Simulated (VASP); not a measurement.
VASP runs on Ca (fcc) share one base input (PBE GGA, plane waves, VASP's PBE PAW potentials (set 64)) and change the settings named in each case.

INCAR:
```
EDIFF=1E-6
ALGO=Normal   # blocked Davidson
SIGMA=0.1   # width (eV)
NELM=100   # most electronic steps
LREAL=.FALSE.   # projection in real space or not
LWAVE=.FALSE.
LCHARG=.FALSE.
ENCUT=400
ISMEAR=1
SYSTEM=Ca
LASPH=.TRUE.   # aspherical one-centre terms
GGA=PE
ISIF=2
PREC=Accurate
```

### POSCAR
```
Ca
1
    0.0000000000     2.8458000000     2.8458000000
    2.8458000000     0.0000000000     2.8458000000
    2.8458000000     2.8458000000     0.0000000000
Ca
1
Direct
  0.0000000000   0.0000000000   0.0000000000
```

### KPOINTS
```
Automatic mesh
0
Gamma
10 10 10
0 0 0
```

POTCAR, in this order: Ca_sv (PBE.64 set). Program: vasp_std.

| change | E(σ→0) (eV/atom) | −TS (eV) | irreducible k-points |
|---|---|---|---|
| base run | -1.9154 | 0.0004 | 47 |
| KGAMMA = .FALSE., KSPACING = 0.8, KPOINTS file removed | -1.8759 | 0.0026 | 4 |
| KGAMMA = .FALSE., KSPACING = 0.35, KPOINTS file removed | -1.9121 | -0.0007 | 28 |
| KGAMMA = .TRUE., KSPACING = 0.4, KPOINTS file removed | -1.9037 | -0.0013 | 10 |
| KGAMMA = .TRUE., KSPACING = 0.16, KPOINTS file removed | -1.9120 | -0.0005 | 72 |
| KGAMMA = .TRUE., KSPACING = 0.3, KPOINTS file removed | -1.9222 | 0.0030 | 20 |

Left out are runs that ran out of time, are held back, or changed the cell or the kind of run, fixed moments of cells without a moment, rows past the twelfth, gaps on odd meshes, pressures of charged cells and columns that move by less than the noise.

The compound is Ca in the fcc structure. The cell was not relaxed at this level.
